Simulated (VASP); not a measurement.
```
CELL_PARAMETERS angstrom
      1.84819    -3.20116     0.00000
      1.84819     3.20116     0.00000
      0.00000     0.00000     5.63987
ATOMIC_POSITIONS crystal
  Gd 0.33333 0.66667 0.25000
  Gd 0.66667 0.33333 0.71454
```

Level of theory: r2SCAN meta-GGA, VASP's PBE PAW potentials (set 64) (plane waves; VASP 6.6.1). Numerical set-up: 480 eV cut-off, 10×10×6 Γ-centred mesh, first-order Methfessel-Paxton smearing of 0.10 eV, potentials Gd_3.

The 4f electrons are frozen in the core of the lanthanide potential, so 4f levels, which can set the real gap, and their magnetism are missing.

Problem. Give the force on each atom (eV/Å).

Solution. 
```tsv
atom	Fx	Fy	Fz
Gd1	0.000	0.000	-0.809
Gd2	0.000	0.000	0.809
```

Problem. Give the stress tensor in GPa (positive for a compressed cell).

Solution. 
```
-0.34   0.00   0.00
 0.00  -0.34   0.00
 0.00   0.00   1.18
```
The pressure is its mean diagonal, 0.17 GPa.

The compound is Gd in the hcp structure. This cell was strained or had an atom moved on purpose.
